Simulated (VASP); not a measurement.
The input files of a VASP run:

### KPOINTS
```
kpoints
0
Gamma
 8 8 8
```

POSCAR:
```
CuCl
1.0
  0.0000000000   2.7050000000   2.7050000000
  2.7050000000   0.0000000000   2.7050000000
  2.7050000000   2.7050000000   0.0000000000
Cu Cl
1 1
Cart
  0.0000000000   0.0000000000   0.0000000000
  1.3525000000   1.3525000000   1.3525000000
```

### INCAR
```
ALGO  =  Normal
EDIFF  =  1E-6
EDIFFG  =  -0.01
ENCUT  =  520
GGA  =  PS
IBRION  =  2
ISIF  =  3
ISMEAR  =  0
LASPH  =  .TRUE.
LCHARG  =  .FALSE.
LMAXMIX  =  4
LREAL  =  .FALSE.
LWAVE  =  .FALSE.
NELM  =  100
NSW  =  60
PREC  =  Accurate
SIGMA  =  0.05
SYSTEM  =  CuCl
```

POTCAR, in this order: Cu Cl (PBE.64 set). Program: vasp_std.

Question: Translate this PBEsol calculation to Ansatz.

Answer: One equivalent input (not run):
Ansatz 0.2 input:
```yaml
crystal:
  lattice:
    - [0.0000000, 2.7050000, 2.7050000]
    - [2.7050000, 0.0000000, 2.7050000]
    - [2.7050000, 2.7050000, 0.0000000]
  atoms:
    - { symbol: Cu, position: [0.0000000, 0.0000000, 0.0000000] }
    - { symbol: Cl, position: [0.2500000, 0.2500000, 0.2500000] }
kpoints:
  mp_grid: { grid: [8, 8, 8] }
hamiltonian:
  xc: pbesol
  pseudopotentials: { kind: paw }
scf:
  occupations: { method: gaussian, width: 0.05 }
  max_iter: 100
relax:
  max_steps: 60
  f_tol: 0.01
  cell: {}
output: { forces: true, stress: true, eigenvalues: true }
```
The two are equivalent in intent, not identical: each code has its own PAW files, so the cut-off isn't converted (ENCUT is set for VASP's; basis.ecutwfc is left out, and Ansatz then takes the one that its files recommend); Ansatz stops its SCF on the density residual and VASP on the energy change (EDIFF).

The compound is CuCl in the zinc blende structure. This run relaxes it. Symmetry was kept, so distortions that lower it aren't found.
